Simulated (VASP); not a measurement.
All values below come from TPSS meta-GGA, VASP's PBE PAW potentials (set 64) (plane waves; VASP).

Input for VASP

POSCAR:
```
Rb
1
   -2.8295904797     2.8295904797     2.8295904797
    2.8295904797    -2.8295904797     2.8295904797
    2.8295904797     2.8295904797    -2.8295904797
Rb
1
Direct
  1.0000000000   1.0000000000   1.0000000000
```

**INCAR**
```
ALGO = All
EDIFF = 1E-7
ENCUT = 520
ISIF = 2
ISMEAR = 1
LASPH = T
LCHARG = F
LMAXMIX = 4
LMIXTAU = T
LREAL = F
LWAVE = F
METAGGA = TPSS
NELM = 200
PREC = Accurate
SIGMA = 0.1
SYSTEM = Rb
```

KPOINTS:
```
Automatic mesh
0
Gamma
9 9 9
0 0 0
```

POTCAR, in this order: Rb_sv (PBE.64 set). Program: vasp_std.

Question: What does the run give for the energy per atom (σ→0)?

Answer: 
```
Item                           Result
---------------------  --------------
energy per atom (σ→0)  -9.596 eV/atom
```

File OSZICAR:
```
...
CGA:  25    -0.959609602901E+01   -0.26845E-05   -0.28222E-05   280   0.312E-05  -0.416E-06
CGA:  26    -0.959609794710E+01   -0.19181E-05   -0.21271E-05   280   0.226E-05  -0.713E-06
CGA:  27    -0.959609881796E+01   -0.87086E-06   -0.87093E-06   280   0.912E-06   0.804E-08
CGA:  28    -0.959609925465E+01   -0.43669E-06   -0.43905E-06   280   0.438E-06   0.852E-07
CGA:  29    -0.959609953694E+01   -0.28229E-06   -0.28106E-06   280   0.253E-06   0.140E-07
CGA:  30    -0.959609966363E+01   -0.12669E-06   -0.12806E-06   280   0.136E-06   0.598E-07
SDA:  31    -0.959609975126E+01   -0.87628E-07   -0.87295E-07   280   0.881E-07   0.377E-07
   1 F= -.95960998E+01 E0= -.95958455E+01  d E =-.762821E-03
```

The compound is Rb in the bcc structure. This cell is one point of a volume scan, at 0.94 of the reference volume.
